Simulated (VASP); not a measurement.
Input:

```
CsSnI3
1.0
    6.22000     0.00000     0.00000
    0.00000     6.22000     0.00000
    0.00000     0.00000     6.22000
Cs Sn I
1 1 3
Direct
  0.00000   0.00000   0.00000
  0.50000   0.50000   0.50000
  0.50000   0.00000   0.50000
  0.00000   0.50000   0.50000
  0.50000   0.50000   0.00000
```

All values below come from PBEsol GGA, VASP's PBE PAW potentials (set 64) (plane waves; VASP 6.6.1). Numerical set-up: 300 eV cut-off, 3×3×3 Γ-centred mesh, Fermi-Dirac smearing of 0.010 eV, potentials Cs_sv Sn_d I.

At this cut-off the stress carries a Pulay error, which pulls relaxed volumes low.

Problem. What does the run give for the energy per atom (σ→0), pressure?

Solution. 
| Item | Value |
|---|---|
| energy per atom (σ→0) | -3.053 eV/atom |
| pressure | -1.12 GPa |

The structure is a typed CsSnI3 crystal. The cell was not relaxed at this level.
